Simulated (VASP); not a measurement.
Consider the following.

```
CELL_PARAMETERS angstrom
      3.80422    -2.12057    -0.02977
      3.80422     2.12057    -0.02977
      2.64945     0.00000     3.45691
ATOMIC_POSITIONS crystal
  Sb 0.23605 0.23605 0.23605
  Sb 0.76395 0.76395 0.76395
```

Calculation: PBE GGA with D3 dispersion (Becke-Johnson damping), VASP's PBE PAW potentials (set 64) (plane waves; VASP 6.6.1). Settings: 520 eV cut-off, 8×8×8 Γ-centred mesh, Gaussian smearing of 0.050 eV, potentials Sb.

Task: The ions and cell shape at fixed volume are relaxed. What does this cell relax into?

Result: 
```
CELL_PARAMETERS angstrom
      3.77439    -2.13044    -0.04566
      3.77439     2.13044    -0.04566
      2.61424     0.00000     3.45726
ATOMIC_POSITIONS crystal
  Sb 0.23943 0.23943 0.23943
  Sb 0.76057 0.76057 0.76057
```
Space group R-3m (166), at a tolerance of 0.03 Å.

Task: How much energy does the relaxation gain?

Result: The energy (σ→0) changes by -5.5 meV/atom, in 6 ionic steps.

The compound is Sb in the a7 structure. This cell is one point of a volume scan, at 0.94 of the reference volume. Symmetry was kept, so distortions that lower it aren't found.
